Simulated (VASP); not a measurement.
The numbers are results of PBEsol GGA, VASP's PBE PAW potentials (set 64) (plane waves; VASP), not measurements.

A VASP calculation is set up with these files.

### POSCAR
```
CsPbBr3
1
    6.0925870000     0.0000000000     0.0000000000
    0.0000000000     6.0925870000     0.0000000000
    0.0000000000     0.0000000000     6.0925870000
Cs Pb Br
1 1 3
Direct
  0.0000000000   0.0000000000   0.0000000000
  0.5000000000   0.5000000000   0.5000000000
  0.5000000000   0.5000000000   0.0000000000
  0.0000000000   0.5000000000   0.5000000000
  0.5000000000   0.0000000000   0.5000000000
```

INCAR:
```
ALGO=Normal
NELM=100
EDIFF=1E-6   # SCF stop (eV)
ISMEAR=0   # Gaussian
SYSTEM=CsPbBr3
GGA=PS   # PBEsol
ISIF=2   # forces and stress, cell fixed
LASPH=.TRUE.
LCHARG=.FALSE.
PREC=Accurate
ENCUT=300   # plane-wave cut-off (eV)
LWAVE=.FALSE.
LMAXMIX=4
SIGMA=0.01   # width (eV)
LREAL=.FALSE.
```

**KPOINTS**
```
kpoints
0
gamma
 5 5 5
```

POTCAR, in this order: Cs_sv Pb_d Br (PBE.64 set). Program: vasp_std.

At this cut-off the stress carries a Pulay error, which pulls relaxed volumes low.

Q: Estimate the energy per atom (σ→0), pressure.

A: 
| Quantity | Result |
|---|---|
| energy per atom (σ→0) | -3.334 eV/atom |
| pressure | -1.96 GPa |

OSZICAR:
```
...
DAV:   7    -0.166596698600E+02    0.59794E-01   -0.48908E-01   766   0.378E+00    0.920E-01
DAV:   8    -0.166675705953E+02   -0.79007E-02   -0.62462E-02   658   0.197E+00    0.184E-01
DAV:   9    -0.166673132819E+02    0.25731E-03   -0.10629E-02   724   0.726E-01    0.997E-02
DAV:  10    -0.166676782991E+02   -0.36502E-03   -0.10450E-03   606   0.186E-01    0.362E-02
DAV:  11    -0.166677905879E+02   -0.11229E-03   -0.23648E-04   596   0.872E-02    0.993E-03
DAV:  12    -0.166677916285E+02   -0.10405E-05   -0.30417E-05   732   0.526E-02    0.290E-03
DAV:  13    -0.166677922842E+02   -0.65576E-06   -0.25179E-06   552   0.893E-03
   1 F= -.16667792E+02 E0= -.16667792E+02  d E =-.695218E-21
```

The structure comes from a computed database's CsPbBr3 entry; how it stands against other phases isn't given here. The cell was not relaxed at this level. The run is one of a series of settings (GGA = PS against the base run), some of them coarse on purpose.
